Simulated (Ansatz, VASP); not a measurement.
# KBr: VASP beside Ansatz, part 2 of 2

Wanted: the spread between two codes on one cell, functional and k mesh. The cell is taken from a series of runs on this material, whose earlier steps may have relaxed, scaled, displaced or heated it; both programs get it as it stands.

VASP 6.6.1 and Ansatz 0.2.0.

So far: Starting point; Ansatz: zone-centre phonons, LDA.

## (3) VASP: zone-centre phonons, LDA

Level of this step: LDA; plane waves and PAW (K_sv, Br) (VASP).

The same cell, functional (in two slightly different forms) and mesh now go to VASP, with its own data sets.

Lines of VASP's logs that name or quote its potential files are left out, and so is its time.

Contents of INCAR:

```
SYSTEM = KBr
PREC = Accurate
ENCUT = 500
EDIFF = 1E-08
NELM = 120
ISMEAR = 0
SIGMA = 0.01
LREAL = .FALSE.
ALGO = Normal
GGA = CA
NBANDS = 14
LORBIT = 11
LWAVE = .FALSE.
LCHARG = .FALSE.
ISIF = 2
IBRION = 8
LEPSILON = .TRUE.
LASPH = .TRUE.
GGA_COMPAT = .FALSE.
EFERMI = MIDGAP
```

Contents of POSCAR:

```
KBr
1.0
   -3.1852039250      0.0000000000      3.1852039250
    0.0000000000      3.1852039250      3.1852039250
   -3.1852039250      3.1852039250      0.0000000000
K Br
1 1
Direct
    0.0000000000      0.0000000000      0.0000000000
    0.5000000000      0.5000000000      0.5000000000
```

Contents of KPOINTS:

```
Automatic mesh
0
Gamma
6 6 6
0 0 0
```

The projector-augmented-wave data sets are K_sv and Br (LDA family, release 64).

On the command line:

```sh
$ mpirun -np 1 vasp_std
```

What it wrote:

```text
[banner, memory and clock lines left out]
running    1 mpi-ranks, on    1 nodes
 distrk:  each k-point on    1 cores,    1 groups
 distr:  one band on    1 cores,    1 groups

 POSCAR found type information on POSCAR K Br
 POSCAR found :  2 types and       2 ions
 LDA part: xc-table for (Slater(with rela. corr.)+CA(PZ))
 , standard interpolation
 POSCAR, INCAR and KPOINTS ok, starting setup
 FFT: planning ... GRIDC
 FFT: planning ... GRID_SOFT
 FFT: planning ... GRID
 WAVECAR not read
 entering main loop
       N       E                     dE             d eps       ncg     rms          rms(c)
DAV:   1     0.985566493616E+02    0.98557E+02   -0.68316E+03   448   0.986E+02
DAV:   2    -0.947390899342E+00   -0.99504E+02   -0.92791E+02   564   0.254E+02
DAV:   3    -0.678363640585E+01   -0.58362E+01   -0.58089E+01   604   0.526E+01
DAV:   4    -0.700390206772E+01   -0.22027E+00   -0.22008E+00   698   0.971E+00
DAV:   5    -0.700553886870E+01   -0.16368E-02   -0.16368E-02   562   0.855E-01    0.404E+00
DAV:   6    -0.685515604390E+01    0.15038E+00   -0.19754E-01   544   0.234E+00    0.291E+00
DAV:   7    -0.683392264805E+01    0.21233E-01   -0.78409E-02   562   0.163E+00    0.128E+00
DAV:   8    -0.683441381266E+01   -0.49116E-03   -0.90158E-03   578   0.751E-01    0.176E-01
DAV:   9    -0.683441242905E+01    0.13836E-05   -0.15761E-04   618   0.842E-02    0.726E-02
DAV:  10    -0.683447211645E+01   -0.59687E-04   -0.67702E-05   502   0.456E-02    0.308E-02
DAV:  11    -0.683447087648E+01    0.12400E-05   -0.56846E-06   580   0.171E-02    0.463E-03
DAV:  12    -0.683447113394E+01   -0.25746E-06   -0.29873E-07   514   0.413E-03    0.873E-04
DAV:  13    -0.683447113860E+01   -0.46571E-08   -0.16385E-08   580   0.815E-04
   1 F= -.68344711E+01 E0= -.68344711E+01  d E =0.000000E+00
 Linear response reoptimize wavefunctions to high precision
DAV:   1    -0.683447113885E+01   -0.25511E-09   -0.30273E-09   504   0.413E-04
DAV:   2    -0.683447113875E+01    0.10232E-09   -0.13113E-10   332   0.919E-05
DAV:   3    -0.683447113889E+01   -0.13642E-09   -0.27118E-11   284   0.334E-05
 Linear response G [H, r] |phi>, progress :
  Direction:   1
       N       E                     dE             d eps       ncg     rms
RMM:   1    -0.536678461464E+02   -0.53668E+02    0.38134E+02   902   0.100E+02
RMM:   2    -0.559056325817E+02   -0.22378E+01   -0.67230E+00   834   0.201E+01
RMM:   3    -0.561811416319E+02   -0.27551E+00   -0.14658E+00   990   0.589E+00
RMM:   4    -0.562296041369E+02   -0.48463E-01   -0.30322E-01  1024   0.191E+00
RMM:   5    -0.562408734428E+02   -0.11269E-01   -0.73556E-02  1006   0.798E-01
RMM:   6    -0.562427596611E+02   -0.18862E-02   -0.20231E-02  1051   0.378E-01
RMM:   7    -0.562433189251E+02   -0.55926E-03   -0.53938E-03  1034   0.180E-01
RMM:   8    -0.562434630240E+02   -0.14410E-03    0.55123E-04  1022   0.866E-02
RMM:   9    -0.562435064057E+02   -0.43382E-04    0.10593E-03  1025   0.417E-02
RMM:  10    -0.562435149648E+02   -0.85592E-05    0.12718E-03   993   0.218E-02
RMM:  11    -0.562435178129E+02   -0.28481E-05    0.15335E-04   978   0.117E-02
RMM:  12    -0.562435184658E+02   -0.65287E-06    0.40966E-04   956   0.594E-03
RMM:  13    -0.562435187602E+02   -0.29446E-06   -0.46997E-05   926   0.322E-03
RMM:  14    -0.562435188178E+02   -0.57587E-07    0.49834E-05   829   0.175E-03
RMM:  15    -0.562435188240E+02   -0.61603E-08    0.91107E-06   737   0.101E-03
RMM:  16    -0.562435188428E+02   -0.18811E-07    0.20601E-05   638   0.589E-04
RMM:  17    -0.562435188402E+02    0.25612E-08    0.15931E-07   555   0.363E-04
RMM:  18    -0.562435188371E+02    0.31598E-08    0.39705E-06   507   0.229E-04
RMM:  19    -0.562435188351E+02    0.19575E-08    0.29629E-07   474   0.152E-04
RMM:  20    -0.562435188336E+02    0.15325E-08   -0.92708E-10   452   0.107E-04
 Linear response G [H, r] |phi>, progress :
  Direction:   2
       N       E                     dE             d eps       ncg     rms
RMM:   1    -0.561421580440E+02   -0.56142E+02    0.36030E+02   887   0.990E+01
RMM:   2    -0.579704414961E+02   -0.18283E+01   -0.76771E+00   837   0.207E+01
RMM:   3    -0.583339649874E+02   -0.36352E+00   -0.20031E+00   986   0.628E+00
RMM:   4    -0.583948477889E+02   -0.60883E-01   -0.43565E-01  1020   0.209E+00
RMM:   5    -0.584091377204E+02   -0.14290E-01   -0.98596E-02   997   0.895E-01
RMM:   6    -0.584119608367E+02   -0.28231E-02   -0.24138E-02  1028   0.420E-01
RMM:   7    -0.584126862167E+02   -0.72538E-03   -0.52816E-03  1028   0.205E-01
RMM:   8    -0.584126604544E+02    0.25762E-04    0.85576E-03  1006   0.978E-02
RMM:   9    -0.584129031014E+02   -0.24265E-03   -0.19085E-03  1018   0.460E-02
RMM:  10    -0.584129177812E+02   -0.14680E-04    0.94304E-03   982   0.232E-02
RMM:  11    -0.584129183628E+02   -0.58155E-06    0.22618E-03   953   0.118E-02
RMM:  12    -0.584129204766E+02   -0.21138E-05    0.12645E-03   957   0.642E-03
[...]
RMM:  14    -0.323163309116E+00    0.10507E-08   -0.38657E-07   503   0.504E-05
RMM:  15    -0.323163309158E+00   -0.41258E-10    0.37886E-08   441   0.436E-05
 change of polarisation eV/A/(eV/A) component  3 :     0.071     0.053     0.646
 dielectric tensor                  component  3 :     0.200     0.148     2.810
 Linear response to external field, progress :
  Direction:   1
[...]
RMM:  13    -0.348199140385E+00   -0.54176E-07   -0.96077E-07  1871   0.607E-04    0.366E-04
RMM:  14    -0.348198585068E+00    0.55532E-06   -0.93942E-07  1812   0.298E-04    0.258E-04
RMM:  15    -0.348198646994E+00   -0.61925E-07   -0.77231E-08  1752   0.148E-04    0.177E-04
RMM:  16    -0.348198598520E+00    0.48473E-07   -0.11661E-07  1212   0.609E-05    0.166E-04
RMM:  17    -0.348198582202E+00    0.16318E-07    0.43013E-08   977   0.455E-05    0.137E-04
RMM:  18    -0.348198619682E+00   -0.37480E-07    0.14292E-09   798   0.412E-05    0.116E-04
RMM:  19    -0.348198718747E+00   -0.99065E-07    0.46341E-09   899   0.474E-05    0.676E-05
RMM:  20    -0.348198788970E+00   -0.70223E-07    0.23099E-10   898   0.505E-05    0.158E-05
RMM:  21    -0.348198808597E+00   -0.19627E-07    0.84590E-13   586   0.425E-05    0.827E-06
 change of polarisation eV/A/(eV/A) component  2 :    -0.085     0.630     0.029
 dielectric tensor                  component  2 :    -0.238     2.763     0.080
 Linear response to external field, progress :
  Direction:   3
       N       E                     dE             d eps       ncg     rms          rms(c)
RMM:   1    -0.358390209124E+00   -0.35839E+00   -0.80977E-01  1837   0.339E+00
RMM:   2    -0.372930667410E+00   -0.14540E-01   -0.42109E-02  1753   0.838E-01    0.137E+00
RMM:   3    -0.330676177008E+00    0.42254E-01   -0.66105E-02  1541   0.124E+00    0.652E-01
RMM:   4    -0.337823757315E+00   -0.71476E-02   -0.48238E-02  1612   0.975E-01    0.165E-01
RMM:   5    -0.346619808328E+00   -0.87961E-02   -0.37416E-03  1772   0.314E-01    0.263E-02
RMM:   6    -0.347756178382E+00   -0.11364E-02   -0.10121E-03  1903   0.130E-01    0.232E-02
RMM:   7    -0.348086829012E+00   -0.33065E-03   -0.19084E-04  1845   0.588E-02    0.147E-02
RMM:   8    -0.348194628527E+00   -0.10780E-03   -0.96868E-05  1922   0.310E-02    0.410E-03
RMM:   9    -0.348204327877E+00   -0.96994E-05   -0.69489E-05  1951   0.141E-02    0.158E-03
RMM:  10    -0.348205084761E+00   -0.75688E-06   -0.32986E-05  1971   0.650E-03    0.700E-04
RMM:  11    -0.348200369642E+00    0.47151E-05   -0.25797E-05  1989   0.283E-03    0.311E-04
RMM:  12    -0.348198996843E+00    0.13728E-05   -0.48183E-06  2018   0.126E-03    0.106E-04
RMM:  13    -0.348198578219E+00    0.41862E-06   -0.55352E-06  1907   0.608E-04    0.120E-04
RMM:  14    -0.348198955066E+00   -0.37685E-06   -0.86393E-07  1844   0.338E-04    0.104E-04
RMM:  15    -0.348198911334E+00    0.43731E-07   -0.58097E-07  1578   0.157E-04    0.930E-05
RMM:  16    -0.348198961521E+00   -0.50187E-07   -0.26649E-07  1259   0.764E-05    0.832E-05
RMM:  17    -0.348198834898E+00    0.12662E-06   -0.19231E-07  1131   0.636E-05    0.149E-05
RMM:  18    -0.348198857340E+00   -0.22442E-07   -0.17187E-08   830   0.451E-05    0.309E-05
RMM:  19    -0.348198842288E+00    0.15051E-07    0.28051E-09   651   0.388E-05    0.933E-06
 change of polarisation eV/A/(eV/A) component  3 :    -0.024     0.000     0.630
 dielectric tensor                  component  3 :    -0.066     0.001     2.763
 Linear response DOF=           2
 Linear response progress:
  Degree of freedom:   1/  2
       N       E                     dE             d eps       ncg     rms          rms(c)
RMM:   1    -0.307906452572E+00   -0.30791E+00    0.19838E-01  1287   0.421E+00
RMM:   2    -0.306506074816E+00    0.14004E-02   -0.28654E-02  1505   0.110E+00    0.364E-02
RMM:   3    -0.308574339655E+00   -0.20683E-02   -0.46603E-03  1766   0.336E-01    0.343E-02
RMM:   4    -0.308725028327E+00   -0.15069E-03   -0.22295E-04  1864   0.733E-02    0.293E-02
RMM:   5    -0.308757795846E+00   -0.32768E-04   -0.41847E-05  1733   0.354E-02    0.256E-03
RMM:   6    -0.308757433107E+00    0.36274E-06   -0.85088E-06  1876   0.132E-02    0.138E-03
RMM:   7    -0.308755173601E+00    0.22595E-05   -0.16384E-06  1903   0.548E-03    0.394E-04
RMM:   8    -0.308755592514E+00   -0.41891E-06   -0.32491E-08  1990   0.229E-03    0.420E-04
RMM:   9    -0.308755199912E+00    0.39260E-06    0.21176E-06  1904   0.108E-03    0.585E-05
RMM:  10    -0.308754944017E+00    0.25589E-06    0.38508E-07  2071   0.478E-04    0.798E-05
RMM:  11    -0.308754687459E+00    0.25656E-06   -0.10548E-07  2022   0.219E-04    0.786E-05
RMM:  12    -0.308754540570E+00    0.14689E-06    0.25741E-07  1953   0.106E-04    0.487E-05
RMM:  13    -0.308754327170E+00    0.21340E-06   -0.21092E-08  1877   0.651E-05    0.149E-05
RMM:  14    -0.308754332034E+00   -0.48642E-08    0.45388E-08  2021   0.300E-05    0.143E-05
 first order change of Fermi-energy   0.63209E-04
 force on displaced ion       1 direction 1 :  -1.675   0.000   0.000
 Born effective charge ion    1 direction 1 :   1.101   0.000   0.000
 Linear response progress:
  Degree of freedom:   2/  2
       N       E                     dE             d eps       ncg     rms          rms(c)
RMM:   1    -0.143667391706E+00   -0.14367E+00    0.68070E-02  1867   0.165E+00
RMM:   2    -0.142811032341E+00    0.85636E-03   -0.19096E-03  1422   0.274E-01    0.509E-02
RMM:   3    -0.143219582657E+00   -0.40855E-03   -0.21326E-04  1616   0.668E-02    0.250E-02
RMM:   4    -0.143679096872E+00   -0.45951E-03   -0.85984E-05  1611   0.365E-02    0.851E-03
RMM:   5    -0.143717052406E+00   -0.37956E-04   -0.14480E-05  1792   0.152E-02    0.529E-03
RMM:   6    -0.143714454240E+00    0.25982E-05   -0.22928E-06  1847   0.514E-03    0.235E-03
RMM:   7    -0.143710683100E+00    0.37711E-05   -0.67037E-07  1861   0.195E-03    0.144E-03
RMM:   8    -0.143708609556E+00    0.20735E-05   -0.14090E-06  1844   0.920E-04    0.155E-04
RMM:   9    -0.143708699831E+00   -0.90274E-07    0.97802E-06  1989   0.402E-04    0.177E-04
RMM:  10    -0.143708379444E+00    0.32039E-06    0.16412E-06  1929   0.170E-04    0.409E-05
RMM:  11    -0.143708389120E+00   -0.96765E-08    0.26789E-06  1948   0.774E-05    0.352E-05
RMM:  12    -0.143708327501E+00    0.61619E-07   -0.14060E-07  1940   0.353E-05    0.211E-05
RMM:  13    -0.143708306578E+00    0.20923E-07    0.40674E-07  1943   0.154E-05    0.129E-05
RMM:  14    -0.143708286106E+00    0.20472E-07   -0.16816E-08  1859   0.713E-06    0.439E-06
RMM:  15    -0.143708285913E+00    0.19332E-09    0.97716E-08  1474   0.339E-06    0.330E-06
 first order change of Fermi-energy  -0.46169E-03
 force on displaced ion       2 direction 1 :  -1.677   0.000   0.000
 Born effective charge ion    2 direction 1 :  -1.102   0.000   0.000
 Born effective charges drift removed
 Linear response finished
```

Parts of OUTCAR (step 3):

```text
ion  position               nearest neighbor table
   1  0.000  0.000  0.000-   2 3.19   2 3.19   2 3.19   2 3.19   2 3.19   2 3.19
   2  0.500  0.500  0.500-   1 3.19   1 3.19   1 3.19   1 3.19   1 3.19   1 3.19

  LATTYP: Found a face centered cubic cell.
 ALAT       =     6.3704078500

 Subroutine GETGRP returns: Found 48 space group operations
 (whereof 48 operations were pure point group operations)

The static configuration has the point symmetry O_h .

 Found     16 irreducible k-points:

   k-points           NKPTS =     16   k-points in BZ     NKDIM =     16   number of bands    NBANDS=     14

   dimension x,y,z NGX =    36 NGY =   36 NGZ =   36
   dimension x,y,z NGXF=    72 NGYF=   72 NGZF=   72

   ENCUT  =  500.0 eV  36.75 Ry    6.06 a.u.   8.21  8.21  8.21*2*pi/ulx,y,z

   NELECT =      16.0000    total number of electrons

 k-points in reciprocal lattice and weights: Automatic mesh
   0.00000000  0.00000000  0.00000000       0.005
   0.16666667  0.00000000  0.00000000       0.037
   0.33333333  0.00000000  0.00000000       0.037
   0.50000000  0.00000000  0.00000000       0.019
   0.16666667  0.16666667  0.00000000       0.028
   0.33333333  0.16666667  0.00000000       0.111
   0.50000000  0.16666667  0.00000000       0.111
  -0.33333333  0.16666667  0.00000000       0.111
  -0.16666667  0.16666667  0.00000000       0.056
[...]
-0.33333333  0.33333333  0.16666667       0.111
  -0.33333333  0.50000000  0.16666667       0.056

 average (electrostatic) potential at core
       1 -35.5913       2 -70.5249

  Total        0.0423400      0.0423400      0.0423400      0.0000000     -0.0000000     -0.0000000
  in kB        1.0495894      1.0495894      1.0495894      0.0000000     -0.0000000     -0.0000000
  external PRESSURE =       1.0495894 kB  Pullay stress =       0.0000000 kB

  energy-cutoff  :      500.00
  volume of cell :       64.63
      direct lattice vectors                 reciprocal lattice vectors
    -3.185203925  0.000000000  3.185203925    -0.156975821 -0.156975821  0.156975821
     0.000000000  3.185203925  3.185203925     0.156975821  0.156975821  0.156975821
    -3.185203925  3.185203925  0.000000000    -0.156975821  0.156975821 -0.156975821

 POSITION                                       TOTAL-FORCE (eV/Angst)
 -----------------------------------------------------------------------------------
      0.00000      0.00000      0.00000         0.000000     -0.000000     -0.000000
     -3.18520      3.18520      3.18520         0.000000      0.000000      0.000000
 -----------------------------------------------------------------------------------
    total drift:                               -0.000000      0.000000      0.000000

 MACROSCOPIC STATIC DIELECTRIC TENSOR (including local field effects in DFT)
 ------------------------------------------------------
           2.762835    -0.000000     0.000000
          -0.000000     2.762835    -0.000000
          -0.000000     0.000000     2.762835
 ------------------------------------------------------

 PIEZOELECTRIC TENSOR (including local field effects)  for field in x, y, z        (C/m^2)
          XX          YY          ZZ          XY          YZ          ZX
  --------------------------------------------------------------------------------
  x     0.00000     0.00000     0.00000     0.00000     0.00000     0.00000
  y     0.00000     0.00000     0.00000     0.00000     0.00000     0.00000
  z     0.00000     0.00000     0.00000     0.00000     0.00000     0.00000

 BORN EFFECTIVE CHARGES (including local field effects) (in |e|, cummulative output)
 ---------------------------------------------------------------------------------
 ion    1
    1     1.10167     0.00000     0.00000
    2    -0.00000     1.10167     0.00000
    3     0.00000     0.00000     1.10167
 ion    2
    1    -1.10167    -0.00000     0.00000
    2     0.00000    -1.10167     0.00000
    3     0.00000     0.00000    -1.10167

 Eigenvectors and eigenvalues of the dynamical matrix
 ----------------------------------------------------

   1 f  =    3.949385 THz    24.814716 2PiTHz  131.737296 cm-1    16.333336 meV
             X         Y         Z           dx          dy          dz
      0.000000  0.000000  0.000000    -0.819228    0.000000   -0.000000
     -3.185204  3.185204  3.185204     0.573468   -0.000000   -0.000000

   2 f  =    3.949385 THz    24.814716 2PiTHz  131.737296 cm-1    16.333336 meV
             X         Y         Z           dx          dy          dz
      0.000000  0.000000  0.000000     0.000000    0.819228    0.000000
     -3.185204  3.185204  3.185204    -0.000000   -0.573468   -0.000000

   3 f  =    3.949385 THz    24.814716 2PiTHz  131.737296 cm-1    16.333336 meV
             X         Y         Z           dx          dy          dz
      0.000000  0.000000  0.000000     0.000000    0.000000    0.819228
     -3.185204  3.185204  3.185204     0.000000    0.000000   -0.573468

   4 f/i=    0.001332 THz     0.008366 2PiTHz    0.044416 cm-1     0.005507 meV
             X         Y         Z           dx          dy          dz
      0.000000  0.000000  0.000000     0.067363    0.548672    0.152600
     -3.185204  3.185204  3.185204     0.096232    0.783806    0.217996

   5 f/i=    0.001332 THz     0.008366 2PiTHz    0.044416 cm-1     0.005507 meV
             X         Y         Z           dx          dy          dz
      0.000000  0.000000  0.000000     0.559517   -0.035120   -0.120717
     -3.185204  3.185204  3.185204     0.799298   -0.050171   -0.172451

   6 f/i=    0.001332 THz     0.008366 2PiTHz    0.044416 cm-1     0.005507 meV
             X         Y         Z           dx          dy          dz
      0.000000  0.000000  0.000000    -0.106152    0.163068   -0.539450
     -3.185204  3.185204  3.185204    -0.151644    0.232950   -0.770631

 MACROSCOPIC STATIC DIELECTRIC TENSOR IONIC CONTRIBUTION
 ------------------------------------------------------
           2.027642     0.000000     0.000000
           0.000000     2.027642    -0.000000
           0.000000    -0.000000     2.027642
 ------------------------------------------------------

 ELASTIC MODULI CONTR FROM IONIC RELAXATION (kBar)
 Direction    XX          YY          ZZ          XY          YZ          ZX
 --------------------------------------------------------------------------------
 XX           0.0000      0.0000      0.0000      0.0000      0.0000      0.0000
 YY           0.0000      0.0000      0.0000      0.0000      0.0000      0.0000
 ZZ           0.0000      0.0000      0.0000      0.0000      0.0000      0.0000
 XY           0.0000      0.0000      0.0000      0.0000      0.0000      0.0000
 YZ           0.0000      0.0000      0.0000      0.0000      0.0000      0.0000
 ZX           0.0000      0.0000      0.0000      0.0000      0.0000      0.0000
 --------------------------------------------------------------------------------

 PIEZOELECTRIC TENSOR IONIC CONTR  for field in x, y, z        (C/m^2)
          XX          YY          ZZ          XY          YZ          ZX
  --------------------------------------------------------------------------------
  x     0.00000     0.00000     0.00000     0.00000     0.00000     0.00000
  y     0.00000     0.00000     0.00000     0.00000     0.00000     0.00000
  z     0.00000     0.00000     0.00000     0.00000     0.00000     0.00000
```

## (4) Differences

Known differences besides the potentials themselves: the two LDA forms differ slightly; fixed occupations in Ansatz, narrow Gaussian smearing in VASP; VASP's response is taken on the typed mesh, Ansatz refines its own for the field response alone; the cutoff is 870.764 eV in Ansatz and 500 eV in VASP; VASP's log shows a relativistic correction to its local exchange, Ansatz's none; Ansatz's log warns that its cutoff lies below the recommended one. Total energies have different zeros and are not compared.

Compared:

```
                                     quantity  Ansatz   VASP  difference
                                        ε∞ xx    2.76   2.76     -0.10 %
                                        ε∞ yy    2.76   2.76     -0.10 %
                                        ε∞ zz    2.76   2.76     -0.10 %
 Born charge of K1 (mean of the diagonal) (e)    1.10   1.10        0.00
Born charge of Br2 (mean of the diagonal) (e)   -1.10  -1.10        0.00
                   optical mode 1 to 3 (cm⁻¹)   130.0  131.7     -1.33 %
```

Modes are paired by rising frequency, not by their patterns, so a pair may set unlike modes beside each other; they are those without the splitting of longitudinal modes.

## (5) Outcome

| Property | Result |
| --- | --- |
| r.m.s. difference of the optical zone-centre modes, each program's sorted by frequency (zone-centre phonons, LDA) | 1.7 cm⁻¹ |
| difference in optical mode 1 to 3 (zone-centre phonons, LDA) | -1.3 % |

What this shows: The r.m.s. difference of the optical zone-centre modes, each program's sorted by frequency is 1.7 cm⁻¹ (zone-centre phonons, LDA). Among the rows given in per cent, the largest difference of the zone-centre phonons, LDA pair is in optical mode 1 to 3, -1.3 %. Such differences can come from data sets, numerical settings and the points named under the comparisons, not from the functional's error against experiment.

[Lines on the potential files, build, host, timing and source positions are cut from VASP's logs without a mark.]

[Logs are printed without paths, hosts, clocks, repeated set-up lines and the standing remarks that a program may print on its own settings, such as how far it seeks lower states.]

[Hosts, paths, dates, database ids (printed as entryN), source tags and the programs' standing remarks are cut or masked in the printed files.]
